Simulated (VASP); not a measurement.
An input for Quantum ESPRESSO's pw.x (written as the equivalent of a VASP run, and not itself run):

```
&CONTROL
  calculation = 'scf'
  pseudo_dir = './pseudo'
  outdir = './out'
  tprnfor = .true.
  tstress = .true.
/
&SYSTEM
  ibrav = 0
  nat = 3
  ntyp = 2
  ecutwfc = 86
  occupations = 'tetrahedra'
  input_dft = 'vdw-df-cx'
/
&ELECTRONS
  conv_thr = 7.3e-09
  electron_maxstep = 100
/
ATOMIC_SPECIES
  Sn 118.710 Sn.upf
  Se 78.971 Se.upf
CELL_PARAMETERS angstrom
     1.9184807   -3.3229063    0.0000000
     1.9184807    3.3229063    0.0000000
     0.0000000   -0.0000000    6.1342067
ATOMIC_POSITIONS crystal
  Sn   0.0000000  0.0000000  0.0000000
  Se   0.3333330  0.6666670  0.2598128
  Se   0.6666670  0.3333330  0.7401872
K_POINTS automatic
  8 8 4 0 0 0
```

Task: Write the VASP files for the same calculation (vdW-DF-cx).

Result: Several could match; the one computed here: 
File POSCAR:
```
SnSe2
12.2684130
  0.1563756233  -0.2708505423   0.0000000000
  0.1563756233   0.2708505423   0.0000000000
  0.0000000000   0.0000000000   0.5000000184
Sn Se
1 2
Direct
  0.0000000000   0.0000000000   0.0000000000
  0.3333330000   0.6666670000   0.2598128370
  0.6666670000   0.3333330000   0.7401871630
```

KPOINTS:
```
Automatic mesh
0
Gamma
8 8 4
0 0 0
```

**INCAR**
```
LORBIT  =  11   ! lm-projected
LMAXMIX  =  4   ! l cut-off of mixed one-centre charges
ALGO  =  Normal   ! blocked Davidson
ISIF  =  2   ! forces and stress, cell fixed
AGGAC  =  0.0
LREAL  =  .False.   ! projection in real space or not
ISMEAR  =  -5
SYSTEM  =  SnSe2
LCHARG  =  .True.
NELM  =  100   ! most electronic steps
LWAVE  =  .False.
NEDOS  =  601
GGA  =  CX
LEFG  =  .True.
LUSE_VDW  =  .True.
ENCUT  =  520
PREC  =  Accurate
EDIFF  =  1E-7
LASPH  =  .True.
```

POTCAR, in this order: Sn_d Se (PBE.64 set). Program: vasp_std.

Limits of the translation: the potentials are each code's own (VASP's PAW set, PseudoDojo norm-conserving files in pw.x), so ENCUT and ecutwfc are chosen apart and not converted; conv_thr bounds pw.x's estimated SCF error, while EDIFF bounds the energy change between steps; the field gradients of LEFG aren't asked of the other code.

The compound is SnSe2 in the 1T layered structure. It was relaxed first.
